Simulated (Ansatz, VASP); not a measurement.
# NaVSe3: VASP beside Ansatz, part 2 of 2

Wanted: the spread between two codes on one cell, functional and k mesh. The cell is generated by rule, not measured, and may not be a known phase. The cell is taken from a series of runs on this material, whose earlier steps may have relaxed, scaled, displaced or heated it; both programs get it as it stands.

VASP 6.6.1 and Ansatz 0.2.0.

So far: Starting point; Ansatz: zone-centre phonons, PBE; VASP: zone-centre phonons, PBE.

## Step 3: VASP: zone-centre phonons, PBE (continued)

Level of this step: PBE, no spin polarisation; plane waves and PAW (Na_pv, V_sv, Se); invented cell (VASP).

Numbers of over 12 decimals in the logs are rounded to 6 here.

Parts of OUTCAR (step 3):

```text
ion  position               nearest neighbor table
   1  0.000  0.121  0.000-
   2  0.500  0.361  0.500-   4 2.24   3 2.44   5 2.44   3 2.44   5 2.44
   3  0.500  0.490  0.000-   2 2.44   2 2.44
   4  0.500  0.016  0.500-   2 2.24
   5  0.000  0.490  0.500-   2 2.44   2 2.44

  LATTYP: Found a simple tetragonal cell.
 ALAT       =     4.5854978898
 C/A-ratio  =     1.4105630611

 Subroutine GETGRP returns: Found  8 space group operations
 (whereof  8 operations were pure point group operations)

The static configuration has the point symmetry C_4v.

 Found     40 irreducible k-points:

   k-points           NKPTS =     40   k-points in BZ     NKDIM =     40   number of bands    NBANDS=     25

   dimension x,y,z NGX =    36 NGY =   48 NGZ =   36
   dimension x,y,z NGXF=    72 NGYF=   96 NGZF=   72

   ENCUT  =  500.0 eV  36.75 Ry    6.06 a.u.   8.36 11.79  8.36*2*pi/ulx,y,z

   NELECT =      38.0000    total number of electrons

 k-points in reciprocal lattice and weights: Automatic mesh
   0.00000000  0.00000000  0.00000000       0.005
   0.16666667  0.00000000  0.00000000       0.019
   0.33333333  0.00000000  0.00000000       0.019
   0.50000000  0.00000000  0.00000000       0.009
   0.00000000  0.16666667  0.00000000       0.009
   0.16666667  0.16666667  0.00000000       0.037
   0.33333333  0.16666667  0.00000000       0.037
   0.50000000  0.16666667  0.00000000       0.019
   0.00000000  0.33333333  0.00000000       0.009
[...]
0.50000000  0.33333333  0.50000000       0.009
   0.50000000  0.50000000  0.50000000       0.005

 average (electrostatic) potential at core
       1 -47.7381       2 -79.0115       3 -55.9831       4 -55.7285       5 -55.9831

  Total        0.0370285      0.0578529      0.0370285      0.0000000     -0.0000000      0.0000000
[...]
POSITION                                       TOTAL-FORCE (eV/Angst)
 -----------------------------------------------------------------------------------
      0.00000      0.78533      0.00000         0.000000     -0.002640      0.000000
      2.29275      2.33740      2.29275         0.000000      0.015902      0.000000
      2.29275      3.16689      0.00000         0.000000      0.007234      0.000000
      2.29275      0.10106      2.29275         0.000000     -0.027729     -0.000000
      0.00000      3.16689      2.29275         0.000000      0.007234      0.000000
 -----------------------------------------------------------------------------------
    total drift:                                0.000000     -0.002405      0.000001

 Eigenvectors and eigenvalues of the dynamical matrix
 ----------------------------------------------------

   1 f  =   11.219796 THz    70.496056 2PiTHz  374.252102 cm-1    46.401326 meV
             X         Y         Z           dx          dy          dz
      0.000000  0.785332  0.000000    -0.000000    0.052674   -0.000000
      2.292749  2.337401  2.292749     0.000000    0.811169   -0.000000
      2.292749  3.166887  0.000000     0.000000   -0.050587   -0.000000
      2.292749  0.101060  2.292749    -0.000000   -0.578024    0.000000
      0.000000  3.166887  2.292749    -0.000000   -0.050587    0.000000

   2 f  =    7.169061 THz    45.044538 2PiTHz  239.134129 cm-1    29.648840 meV
             X         Y         Z           dx          dy          dz
      0.000000  0.785332  0.000000    -0.036265   -0.000000    0.000314
      2.292749  2.337401  2.292749     0.594854   -0.000000   -0.005145
      2.292749  3.166887  0.000000     0.318909    0.000000    0.006364
      2.292749  0.101060  2.292749    -0.041347    0.000000    0.000358
      0.000000  3.166887  2.292749    -0.735762    0.000000   -0.002758

   3 f  =    7.169061 THz    45.044538 2PiTHz  239.134129 cm-1    29.648840 meV
             X         Y         Z           dx          dy          dz
      0.000000  0.785332  0.000000    -0.000314    0.000000   -0.036265
      2.292749  2.337401  2.292749     0.005145    0.000000    0.594854
      2.292749  3.166887  0.000000     0.002758   -0.000000   -0.735762
      2.292749  0.101060  2.292749    -0.000358    0.000000   -0.041347
      0.000000  3.166887  2.292749    -0.006364   -0.000000    0.318909

   4 f  =    4.299072 THz    27.011864 2PiTHz  143.401598 cm-1    17.779524 meV
             X         Y         Z           dx          dy          dz
      0.000000  0.785332  0.000000     0.000000   -0.014800    0.000000
      2.292749  2.337401  2.292749     0.000000   -0.389508    0.000000
      2.292749  3.166887  0.000000    -0.000000    0.474301    0.000000
      2.292749  0.101060  2.292749     0.000000   -0.630984   -0.000000
      0.000000  3.166887  2.292749     0.000000    0.474301    0.000000

   5 f  =    2.659101 THz    16.707622 2PiTHz   88.698049 cm-1    10.997152 meV
             X         Y         Z           dx          dy          dz
      0.000000  0.785332  0.000000    -0.063562   -0.000000    0.174533
      2.292749  2.337401  2.292749     0.156196    0.000000   -0.428892
      2.292749  3.166887  0.000000     0.015158    0.000000   -0.412982
      2.292749  0.101060  2.292749    -0.256538    0.000000    0.704418
      0.000000  3.166887  2.292749     0.150402    0.000000   -0.041621

   6 f  =    2.659101 THz    16.707622 2PiTHz   88.698049 cm-1    10.997152 meV
             X         Y         Z           dx          dy          dz
      0.000000  0.785332  0.000000    -0.174533   -0.000000   -0.063562
      2.292749  2.337401  2.292749     0.428892    0.000000    0.156196
      2.292749  3.166887  0.000000     0.041621    0.000000    0.150402
      2.292749  0.101060  2.292749    -0.704418    0.000000   -0.256538
      0.000000  3.166887  2.292749     0.412982   -0.000000    0.015158

   7 f  =    2.639843 THz    16.586624 2PiTHz   88.055693 cm-1    10.917510 meV
             X         Y         Z           dx          dy          dz
      0.000000  0.785332  0.000000     0.941428   -0.000000    0.000140
      2.292749  2.337401  2.292749    -0.032667   -0.000000   -0.000005
      2.292749  3.166887  0.000000    -0.083816    0.000000   -0.000014
      2.292749  0.101060  2.292749    -0.311813    0.000000   -0.000046
      0.000000  3.166887  2.292749    -0.091620   -0.000000   -0.000012

   8 f  =    2.639843 THz    16.586624 2PiTHz   88.055693 cm-1    10.917510 meV
             X         Y         Z           dx          dy          dz
      0.000000  0.785332  0.000000     0.000140   -0.000000   -0.941428
      2.292749  2.337401  2.292749    -0.000005    0.000000    0.032667
      2.292749  3.166887  0.000000    -0.000012   -0.000000    0.091620
      2.292749  0.101060  2.292749    -0.000046    0.000000    0.311813
      0.000000  3.166887  2.292749    -0.000014    0.000000    0.083816

   9 f  =    2.486525 THz    15.623296 2PiTHz   82.941539 cm-1    10.283436 meV
             X         Y         Z           dx          dy          dz
      0.000000  0.785332  0.000000     0.000000   -0.960849    0.000000
      2.292749  2.337401  2.292749    -0.000000    0.164658    0.000000
      2.292749  3.166887  0.000000    -0.000000    0.132638    0.000000
      2.292749  0.101060  2.292749     0.000000    0.120297   -0.000000
      0.000000  3.166887  2.292749    -0.000000    0.132638    0.000000

  10 f  =    2.444180 THz    15.357236 2PiTHz   81.529070 cm-1    10.108312 meV
             X         Y         Z           dx          dy          dz
      0.000000  0.785332  0.000000     0.000000    0.000000   -0.000000
      2.292749  2.337401  2.292749    -0.000000   -0.000000   -0.000000
      2.292749  3.166887  0.000000    -0.000000    0.707107   -0.000000
      2.292749  0.101060  2.292749     0.000000   -0.000000    0.000000
      0.000000  3.166887  2.292749    -0.000000   -0.707107   -0.000000

  11 f/i=    0.007345 THz     0.046153 2PiTHz    0.245017 cm-1     0.030378 meV
             X         Y         Z           dx          dy          dz
      0.000000  0.785332  0.000000     0.274584    0.000000    0.005435
      2.292749  2.337401  2.292749     0.404611    0.000000    0.008008
      2.292749  3.166887  0.000000     0.503581    0.000000    0.009967
      2.292749  0.101060  2.292749     0.503307    0.000000    0.009962
      0.000000  3.166887  2.292749     0.503577    0.000000    0.009967

  12 f/i=    0.007345 THz     0.046153 2PiTHz    0.245017 cm-1     0.030378 meV
             X         Y         Z           dx          dy          dz
      0.000000  0.785332  0.000000    -0.005435    0.000000    0.274584
      2.292749  2.337401  2.292749    -0.008008    0.000000    0.404611
      2.292749  3.166887  0.000000    -0.009967    0.000000    0.503577
      2.292749  0.101060  2.292749    -0.009962    0.000000    0.503307
      0.000000  3.166887  2.292749    -0.009967    0.000000    0.503581

  13 f/i=    0.008259 THz     0.051894 2PiTHz    0.275496 cm-1     0.034157 meV
             X         Y         Z           dx          dy          dz
      0.000000  0.785332  0.000000    -0.000000    0.271617   -0.000000
      2.292749  2.337401  2.292749    -0.000000    0.403950   -0.000000
      2.292749  3.166887  0.000000    -0.000000    0.504863   -0.000000
      2.292749  0.101060  2.292749    -0.000000    0.503265   -0.000000
      0.000000  3.166887  2.292749    -0.000000    0.504863   -0.000000

  14 f/i=    2.669574 THz    16.773427 2PiTHz   89.047398 cm-1    11.040465 meV
             X         Y         Z           dx          dy          dz
      0.000000  0.785332  0.000000     0.049707   -0.000000   -0.000033
      2.292749  2.337401  2.292749     0.522432    0.000000   -0.000346
      2.292749  3.166887  0.000000    -0.797251   -0.000000   -0.000038
      2.292749  0.101060  2.292749     0.292626   -0.000000   -0.000194
      0.000000  3.166887  2.292749     0.057924   -0.000000    0.000528

  15 f/i=    2.669574 THz    16.773427 2PiTHz   89.047398 cm-1    11.040465 meV
             X         Y         Z           dx          dy          dz
      0.000000  0.785332  0.000000     0.000033   -0.000000    0.049707
      2.292749  2.337401  2.292749     0.000346   -0.000000    0.522432
      2.292749  3.166887  0.000000    -0.000528   -0.000000    0.057924
      2.292749  0.101060  2.292749     0.000194   -0.000000    0.292626
      0.000000  3.166887  2.292749     0.000038   -0.000000   -0.797251

 ELASTIC MODULI CONTR FROM IONIC RELAXATION (kBar)
 Direction    XX          YY          ZZ          XY          YZ          ZX
 --------------------------------------------------------------------------------
 XX        -436.0749   -218.4997    -18.9528      0.0000     -0.0000      0.0000
 YY        -218.4997   -906.4327   -218.4997      0.0000      0.0000      0.0000
 ZZ         -18.9528   -218.4997   -436.0749     -0.0000      0.0000      0.0000
 XY           0.0000      0.0000     -0.0000   -110.3111      0.0000      0.0000
 YZ          -0.0000      0.0000      0.0000      0.0000   -147.1762      0.0000
 ZX           0.0000      0.0000      0.0000      0.0000      0.0000      0.0000
 --------------------------------------------------------------------------------
```

This run has no spin polarisation, so a moment on V, if there is one, isn't seen.

## Step 4: Comparison

Known differences besides the potentials themselves: the data sets hold 70 valence electrons in Ansatz (on its default PAW (the set named soft_2) files) and 38 in VASP; the cutoff is 420 eV in Ansatz and 500 eV in VASP. Total energies have different zeros and are not compared.

Both answers:

```csv
quantity,Ansatz,VASP,difference
"optical mode 1 to 2 (imaginary, printed as negative) (cm⁻¹)",-89.9,-89.0,-0.8
optical mode 3 (cm⁻¹),80.3,81.5,-1.54 %
optical mode 4 (cm⁻¹),81.2,82.9,-2.12 %
optical mode 5 to 6 (cm⁻¹),88.2,88.1,+0.13 %
optical mode 7 to 8 (cm⁻¹),89.0,88.7,+0.30 %
optical mode 9 (cm⁻¹),143.3,143.4,-0.05 %
optical mode 10 to 11 (cm⁻¹),237.6,239.1,-0.66 %
optical mode 12 (cm⁻¹),372.8,374.3,-0.40 %
```

Modes are paired by rising frequency, not by their patterns, so a pair may set unlike modes beside each other; they are those without the splitting of longitudinal modes.

## Step 5: Results

```
r.m.s. difference of the optical zone-centre modes, each program's sorted by frequency (zone-centre phonons, PBE) : 1.1 cm⁻¹
difference in optical mode 4 (zone-centre phonons, PBE)                                                           : -2.1 %
```

The r.m.s. difference of the optical zone-centre modes, each program's sorted by frequency is 1.1 cm⁻¹ (zone-centre phonons, PBE). The data sets hold unlike numbers of valence electrons (70 in Ansatz and 38 in VASP), so part of the differences comes from the potentials. Among the rows given in per cent, the largest difference of the zone-centre phonons, PBE pair is in optical mode 4, -2.1 %. Such differences can come from data sets, numerical settings and the points named under the comparisons, not from the functional's error against experiment.

[Lines on the potential files, build, host, timing and source positions are cut from VASP's logs without a mark.]

[Logs are printed without paths, hosts, clocks, repeated set-up lines and the standing remarks that a program may print on its own settings, such as how far it seeks lower states.]

[Hosts, paths, dates, database ids (printed as entryN), source tags and the programs' standing remarks are cut or masked in the printed files.]
